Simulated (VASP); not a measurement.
Consider the following.

```
CELL_PARAMETERS angstrom
      1.90187    -3.29414     0.00000
      1.90187     3.29414     0.00000
      0.00000     0.00000     6.23165
ATOMIC_POSITIONS crystal
  Zn 0.66667 0.33333 0.50016
  Zn 0.33333 0.66667 0.00016
  S  0.66667 0.33333 0.87484
  S  0.33333 0.66667 0.37484
```

The numbers are results of PBE GGA with D4 dispersion, VASP's PBE PAW potentials (set 64) (plane waves; VASP), not measurements. Settings: 520 eV cut-off, Gaussian smearing of 0.050 eV, potentials Zn S.

Problem. Estimate the band gap (along the path) with the smallest direct gap where there is one.

Solution. 
```
Property                                Value
------------------------------------  -------
band gap (along the path)             2.24 eV
smallest direct gap (along the path)  2.24 eV
```

The absolute energy has meaning only against runs of the same code, potentials and settings.

The compound is ZnS in the wurtzite structure, the high-temperature form. It was relaxed first.
